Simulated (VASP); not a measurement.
Output of a VASP run:

File OSZICAR:
```
       N       E                     dE             d eps       ncg     rms          rms(c)
DAV:   1     0.794722429643E+02    0.79472E+02   -0.83422E+03  4315   0.123E+03
DAV:   2    -0.275638689249E+02   -0.10704E+03   -0.10302E+03  4395   0.358E+02
DAV:   3    -0.288438207667E+02   -0.12800E+01   -0.12743E+01  5055   0.454E+01
DAV:   4    -0.288519319435E+02   -0.81112E-02   -0.81168E-02  4873   0.365E+00
DAV:   5    -0.288520853570E+02   -0.15341E-03   -0.15364E-03  5330   0.413E-01    0.133E+01
DAV:   6    -0.235607534454E+02    0.52913E+01   -0.64991E+00  4515   0.386E+01    0.302E+00
DAV:   7    -0.238297801013E+02   -0.26903E+00   -0.52028E-01  4392   0.111E+01    0.237E+00
DAV:   8    -0.238346545479E+02   -0.48744E-02   -0.42431E-02  4665   0.285E+00    0.597E-01
DAV:   9    -0.238390150325E+02   -0.43605E-02   -0.19667E-02  4710   0.165E+00    0.190E-01
DAV:  10    -0.238389120132E+02    0.10302E-03   -0.31727E-03  4821   0.638E-01    0.136E-01
DAV:  11    -0.238389560876E+02   -0.44074E-04   -0.51500E-04  4920   0.330E-01    0.302E-02
DAV:  12    -0.238389719655E+02   -0.15878E-04   -0.10252E-04  4773   0.100E-01    0.277E-02
DAV:  13    -0.238389679827E+02    0.39828E-05   -0.41635E-05  4857   0.961E-02    0.617E-03
DAV:  14    -0.238389891326E+02   -0.21150E-04   -0.76265E-06  4833   0.239E-02    0.155E-03
DAV:  15    -0.238389871914E+02    0.19412E-05   -0.24671E-07  4930   0.564E-03    0.825E-04
DAV:  16    -0.238389881136E+02   -0.92223E-06   -0.40880E-08  3102   0.195E-03    0.539E-04
DAV:  17    -0.238389873751E+02    0.73848E-06   -0.39268E-08  3159   0.192E-03    0.208E-04
DAV:  18    -0.238389875874E+02   -0.21223E-06   -0.12425E-09  2517   0.329E-04    0.713E-05
DAV:  19    -0.238389874030E+02    0.18436E-06   -0.20532E-10  2463   0.160E-04    0.193E-05
DAV:  20    -0.238389874679E+02   -0.64851E-07   -0.74835E-11  2355   0.107E-04
   1 F= -.23838987E+02 E0= -.23838987E+02  d E =0.000000E+00
       N       E                     dE             ncg
```

**OUTCAR**
```
------------------------ aborting loop because EDIFF is reached ----------------------------------------
  FORCE on cell =-STRESS in cart. coord.  units (eV):
  Direction    XX          YY          ZZ          XY          YZ          ZX
  --------------------------------------------------------------------------------------
  Total       -0.0004326     -0.0004326     -0.0004326      0.0000000     -0.0000000      0.0000000
  in kB       -0.0509452     -0.0509452     -0.0509452      0.0000000     -0.0000000      0.0000000
  external PRESSURE =      -0.0509452 kB  Pullay stress =       0.0000000 kB
  volume of cell :       13.60
      direct lattice vectors                 reciprocal lattice vectors
     0.000000000  1.894747256  1.894747256    -0.263887439  0.263887439  0.263887439
     1.894747256  0.000000000  1.894747256     0.263887439 -0.263887439  0.263887439
     1.894747256  1.894747256  0.000000000     0.263887439  0.263887439 -0.263887439
 POSITION                                       TOTAL-FORCE (eV/Angst)
 -----------------------------------------------------------------------------------
      0.00000      0.00000      0.00000         0.000000      0.000000      0.000000
 -----------------------------------------------------------------------------------
    total drift:                                0.000000     -0.000000      0.000000
  FREE ENERGIE OF THE ION-ELECTRON SYSTEM (eV)
  ---------------------------------------------------
  free  energy   TOTEN  =       -23.8389874679 eV

  energy  without entropy=      -23.8389874679  energy(sigma->0) =      -23.83898747

 total charge

# of ion       s       p       d       tot
------------------------------------------
    1        0.432   6.309   7.092  13.833
```
(Selected blocks of OUTCAR.)

File POSCAR:
```
Rh
1
    0.0000000000     1.8947472556     1.8947472556
    1.8947472556     0.0000000000     1.8947472556
    1.8947472556     1.8947472556    -0.0000000000
Rh
1
Direct
  0.0000000000   0.0000000000   0.0000000000
```

### Question
Reconstruct the remaining input files.

### Answer
One answer among several that fit: the input of the run itself, r2SCAN+rVV10, plane waves, VASP's PBE PAW potentials (set 64).

### KPOINTS
```
Regular mesh
0
gamma
18 18 18
```

**KPOINTS_OPT**
```
k-points along high-symmetry lines
10
Line-mode
Reciprocal
  0.000000   0.000000   0.000000 ! GAMMA
  0.500000   0.000000   0.500000 ! X

  0.500000   0.000000   0.500000 ! X
  0.625000   0.250000   0.625000 ! U

  0.375000   0.375000   0.750000 ! K
  0.000000   0.000000   0.000000 ! GAMMA

  0.000000   0.000000   0.000000 ! GAMMA
  0.500000   0.500000   0.500000 ! L

  0.500000   0.500000   0.500000 ! L
  0.500000   0.250000   0.750000 ! W

  0.500000   0.250000   0.750000 ! W
  0.500000   0.000000   0.500000 ! X
```

### INCAR
```
BPARAM = 11.95
LASPH = .True.
ISMEAR = -5
NEDOS = 601   # DOS grid
LUSE_VDW = .True.
LMAXMIX = 4   # l cut-off of mixed one-centre charges
LMIXTAU = .True.
LORBIT = 11   # lm-projected
METAGGA = R2SCAN
EDIFF = 1E-7   # SCF stop (eV)
NELM = 100   # most electronic steps
PREC = Accurate
LCHARG = .False.
LWAVE = .False.
SYSTEM = Rh
LREAL = .False.   # projection in real space or not
ALGO = Normal   # blocked Davidson
ISIF = 2
CPARAM = 0.0093
ENCUT = 400
```

POTCAR, in this order: Rh_pv (PBE.64 set). Program: vasp_std.

For a metal the tetrahedron method with Blöchl corrections gives inexact stress and forces.

The structure comes from a measured Rh entry (Fm-3m) of the Crystallography Open Database, whose conditions weren't checked. It was relaxed first.
